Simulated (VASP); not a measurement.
Consider the following.

```yaml
crystal:
  lattice:
    - [4.24817, 0.00000, 0.00000]
    - [0.00000, 4.24817, 0.00000]
    - [0.00000, 0.00000, 4.24817]
  atoms:
    - { symbol: Cs, position: [0.00000, 0.00000, 0.00000] }
    - { symbol: Br, position: [0.50000, 0.50000, 0.50000] }
```

Computed with PBEsol GGA, VASP's PBE PAW potentials (set 64) (plane waves; VASP). Numerical set-up: 400 eV cut-off, Gaussian smearing of 0.050 eV, potentials Cs_sv Br.

Unless said otherwise, spin-orbit coupling is left out, though it shifts the bands of the heavy elements here.

### Question
Give the energies of bands 3 to 11 at the high-symmetry points, in eV from the valence-band maximum.

### Answer

```json
[
 {"band": "3", "Γ": "-6.29", "X": "-6.70", "M": "-6.94", "R": "-6.73"},
 {"band": "4", "Γ": "-6.29", "X": "-6.17", "M": "-6.94", "R": "-6.73"},
 {"band": "5", "Γ": "-6.29", "X": "-6.17", "M": "-6.09", "R": "-6.73"},
 {"band": "6", "Γ": "0.00", "X": "-1.43", "M": "-0.60", "R": "-1.29"},
 {"band": "7", "Γ": "0.00", "X": "-0.24", "M": "-0.60", "R": "-1.29"},
 {"band": "8", "Γ": "0.00", "X": "-0.24", "M": "-0.01", "R": "-1.29"},
 {"band": "9", "Γ": "4.42", "X": "5.83", "M": "5.14", "R": "8.39"},
 {"band": "10", "Γ": "4.76", "X": "7.33", "M": "5.38", "R": "8.39"},
 {"band": "11", "Γ": "4.76", "X": "7.75", "M": "7.18", "R": "8.39"}
]
```

The gap is direct, 4.42 eV, from the valence maximum at Γ to the conduction minimum at Γ.

Measured: gap 7.30 eV (computed value off by -2.88 eV), as given by Aguado et al., (1998), arXiv:cond-mat/9809176.

The compound is CsBr in the CsCl type structure. It was relaxed first.
